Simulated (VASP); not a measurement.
SnTe3:

```xyz
4
Lattice="0.0000 3.8612 3.8612 3.8612 0.0000 3.8612 3.8612 3.8612 0.0000" Properties=species:S:1:pos:R:3 pbc="T T T"
Te    3.8612    3.8612    3.8612
Te    5.7918    5.7918    5.7918
Te    1.9306    1.9306    1.9306
Sn    0.0000    0.0000    0.0000
```

The cell comes from a database or a generator and needn't be the stable form of this composition.

* Program: VASP 6.6.1
* Task: single point
* Functional: PBEsol
* Potentials or basis: VASP PAW PBE potentials, release 64 (Te, Sn_d)
* Cutoff: 520 eV
* k mesh: 6 × 6 × 6
* Occupations: fermi-dirac, width 0.05 eV
* Spin: no spin polarisation

On this cell: pressure -2.8 GPa; largest force zero by symmetry; band gap on the k mesh none (metal or under the smearing width).

The same run follows on a disturbed copy (atoms moved at random, drawn with an rms of 0.05 Å):

```
CELL_PARAMETERS angstrom
0.00000 3.86122 3.86122
3.86122 0.00000 3.86122
3.86122 3.86122 0.00000
ATOMIC_POSITIONS crystal
Te 0.50080 0.50963 0.48816
Te 0.75328 0.74682 0.74937
Te 0.24050 0.25636 0.25588
Sn 0.99971 0.00010 0.99934
```

Q: What changes?

A: The energy (extrapolated to zero smearing) moves by -0.2 meV/atom; pressure -2.8 GPa; largest force 0.088 eV/Å; band gap on the k mesh none (metal or under the smearing width).

Forces on the atoms (eV/Å):
```
Te  -0.041 -0.027  0.036
Te   0.063  0.029 -0.055
Te  -0.002  0.050 -0.039
Sn  -0.019 -0.053  0.058
```

Stress tensor (GPa, compression positive):
```
-2.76  0.03  0.13
 0.03 -2.81 -0.30
 0.13 -0.30 -2.82
```

Caveats: the PAW data sets were made with another functional, which shifts forces and pressure a little.
